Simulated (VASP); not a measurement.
Level of theory: r2SCAN meta-GGA, VASP's PBE PAW potentials (set 64) (plane waves; VASP).

The input files of a VASP run:

### KPOINTS
```
Automatic mesh
0
Gamma
14 14 14
0 0 0
```

**INCAR**
```
# general
SYSTEM  = HfC
PREC    = Accurate
ENCUT   = 520
LREAL   = F
LASPH   = T

# electronic loop
EDIFF   = 1E-7
NELM    = 100
ALGO    = Normal
LMAXMIX = 6
LMIXTAU = T

# smearing
ISMEAR  = 1
SIGMA   = 0.1

# functional
METAGGA = R2SCAN

# ions
ISIF    = 2

# output
LWAVE   = F
LCHARG  = F
```

**POSCAR**
```
HfC
1
    0.0000000000     2.3627100654     2.3627100654
    2.3627100654     0.0000000000     2.3627100654
    2.3627100654     2.3627100654     0.0000000000
Hf C
1 1
Direct
  0.0000000000   0.0000000000   0.0000000000
  0.5000000000   0.5000000000   0.5000000000
```

POTCAR, in this order: Hf_pv C (PBE.64 set). Program: vasp_std.

Unless said otherwise, spin-orbit coupling is left out, though it shifts the bands of the heavy elements here.

Estimate the energy per atom (σ→0), pressure, band gap (on the k-mesh).

```
Property                                                     Value
------------------------  ----------------------------------------
energy per atom (σ→0)                              -28.639 eV/atom
band gap (on the k-mesh)  none (metal, semimetal or under 0.01 eV)
pressure                                                -13.13 GPa
```

**OSZICAR**
```
...
DAV:  15    -0.572777535207E+02    0.21511E-04   -0.15746E-05  2795   0.435E-02    0.222E-01
DAV:  16    -0.572776934928E+02    0.60028E-04   -0.95631E-05  2453   0.645E-02    0.134E-01
DAV:  17    -0.572778061339E+02   -0.11264E-03   -0.10349E-04  2424   0.112E-01    0.233E-02
DAV:  18    -0.572777994942E+02    0.66397E-05   -0.73596E-06  2865   0.228E-02    0.168E-02
DAV:  19    -0.572778014130E+02   -0.19188E-05   -0.10325E-06  2510   0.118E-02    0.116E-02
DAV:  20    -0.572778005762E+02    0.83678E-06   -0.60384E-07  2342   0.582E-03    0.498E-03
DAV:  21    -0.572778005439E+02    0.32352E-07   -0.77708E-08  1204   0.366E-03
   1 F= -.57277801E+02 E0= -.57277735E+02  d E =-.195201E-03
```

The compound is HfC in the rock salt structure. This cell is one point of a volume scan, at 1.06 of the reference volume.
